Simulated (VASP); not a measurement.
A run of VASP 6.6.1:

INCAR

```
SYSTEM = LaP
ALGO = Normal
EDIFF = 1E-6
EDIFFG = -0.005
ENCUT = 600
GGA = PS
IBRION = 2
ISIF = 3
ISMEAR = 0
LASPH = .True.
LCHARG = .False.
LREAL = .False.
LWAVE = .False.
NELM = 60
NSW = 100
PREC = Accurate
SIGMA = 0.1
```

KPOINTS

```
k-points
0
Gamma
  12 12 12
  0 0 0
```

Contents of POSCAR:

```
LaP
1.0
    0.0000000000      3.0125000000      3.0125000000
    3.0125000000      0.0000000000      3.0125000000
    3.0125000000      3.0125000000      0.0000000000
La P
1 1
Direct
    0.0000000000      0.0000000000      0.0000000000
    0.5000000000      0.5000000000      0.5000000000
```

Potentials or basis: VASP PAW PBE potentials, release 64 (La, P).

Launch:

```console
$ cat potpaw_PBE.64/La/POTCAR potpaw_PBE.64/P/POTCAR > POTCAR
$ mpirun -np 1 vasp_std > vasp.out
```

Hardware: 1 thread of Intel(R) Xeon(R) Platinum 8488C (Sapphire Rapids) (shared host).

**Question.** How long does it take, and how much memory?

**Answer.** Wall time 3 min on 1 thread of Intel(R) Xeon(R) Platinum 8488C (Sapphire Rapids), with other jobs on the host, peak memory 0.27 GiB. Counts: scf iterations 34, k points 72, ion steps 3.
